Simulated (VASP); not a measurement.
Output of a VASP run:

OSZICAR:
```
       N       E                     dE             d eps       ncg     rms          rms(c)
DAV:   1    -0.892954369277E+01   -0.89295E+01   -0.18809E+00   416   0.956E+00    0.167E+01
DAV:   2    -0.894324241360E+01   -0.13699E-01   -0.58277E-02   532   0.200E+00    0.111E+01
DAV:   3    -0.894238015569E+01    0.86226E-03   -0.28206E-03   634   0.398E-01    0.703E+00
DAV:   4    -0.894186061823E+01    0.51954E-03   -0.16192E-04   481   0.127E-01    0.419E+00
DAV:   5    -0.894168394276E+01    0.17668E-03   -0.75731E-05   472   0.842E-02    0.248E+00
DAV:   6    -0.894162674439E+01    0.57198E-04   -0.24381E-05   469   0.490E-02    0.147E+00
DAV:   7    -0.894160929329E+01    0.17451E-04   -0.71650E-06   463   0.270E-02    0.867E-01
DAV:   8    -0.894160536418E+01    0.39291E-05   -0.25015E-06   441   0.147E-02    0.512E-01
DAV:   9    -0.894160438071E+01    0.98347E-06   -0.79605E-07   249   0.820E-03
   1 F= -.89416044E+01 E0= -.89414177E+01  d E =-.373453E-03
       N       E                     dE             ncg
```

**OUTCAR**
```
------------------------ aborting loop because EDIFF is reached ----------------------------------------
  FORCE on cell =-STRESS in cart. coord.  units (eV):
  Direction    XX          YY          ZZ          XY          YZ          ZX
  --------------------------------------------------------------------------------------
  Total       -1.4942645     -1.4942645     -1.4942645      0.0000000      0.0000000      0.0000000
  in kB      -32.8098801    -32.8098801    -32.8098801      0.0000000      0.0000000      0.0000000
  external PRESSURE =     -32.8098801 kB  Pullay stress =       0.0000000 kB
  volume of cell :       72.97
      direct lattice vectors                 reciprocal lattice vectors
     0.000000000  3.316661439  3.316661439    -0.150754006  0.150754006  0.150754006
     3.316661439  0.000000000  3.316661439     0.150754006 -0.150754006  0.150754006
     3.316661439  3.316661439  0.000000000     0.150754006  0.150754006 -0.150754006
  FREE ENERGIE OF THE ION-ELECTRON SYSTEM (eV)
  ---------------------------------------------------
  free  energy   TOTEN  =        -8.9416043807 eV

  energy  without entropy=       -8.9412309274  energy(sigma->0) =       -8.94141765

  exchange ACFDT corr.  =         0.00000000  see jH, gK, PRB 81, 115126
```
(Selected blocks of OUTCAR.)

### POSCAR
```
InSb
1
    0.0000000000     3.3166614389     3.3166614389
    3.3166614389     0.0000000000     3.3166614389
    3.3166614389     3.3166614389     0.0000000000
In Sb
1 1
Direct
  0.0000000000   1.0000000000   0.0000000000
  0.2500000000   0.2500000000   0.2500000000
```

Question: Reconstruct the remaining input files.

Answer: One answer among several that fit: the input of the run itself, HSEsol screened hybrid, plane waves, VASP's PBE PAW potentials (set 64).

**INCAR**
```
! general
SYSTEM  =InSb
PREC    =Accurate
ENCUT   =520
LREAL   =F
LASPH   =T   ! aspherical one-centre terms
ISYM    =3

! electronic loop
EDIFF   =1E-6   ! SCF stop (eV)
NELM    =60   ! most electronic steps
ALGO    =Normal
LMAXMIX =4

! smearing
ISMEAR  =0
SIGMA   =0.05   ! width (eV)

! functional
GGA     =PS
LHFCALC =T
AEXX    =0.25
HFSCREEN=0.2
PRECFOCK=Fast

! ions
ISIF    =2   ! forces and stress, cell fixed

! output
LWAVE   =F
LCHARG  =F
```

### KPOINTS
```
Automatic mesh
0
G
 6 6 6
```

**KPOINTS_OPT**
```
named points and PBE's band edges
8
Reciprocal
  0.000000   0.000000   0.000000 1 ! GAMMA
 -0.500000  -0.500000   0.000000 1 ! X
  0.000000   0.000000   0.500000 1 ! L
 -0.500000  -0.250000   0.250000 1 ! W
 -0.375000   0.000000   0.375000 1 ! K
 -0.375000  -0.375000   0.250000 1 ! U
 -0.464290  -0.232140   0.267860 1 ! near an edge
 -0.464290  -0.464290   0.000000 1 ! near an edge
```

POTCAR, in this order: In_d Sb (PBE.64 set). Program: vasp_std. Read from the step before: WAVECAR.

The compound is InSb in the zinc blende structure. It was relaxed first, which changed the volume by +7 %.
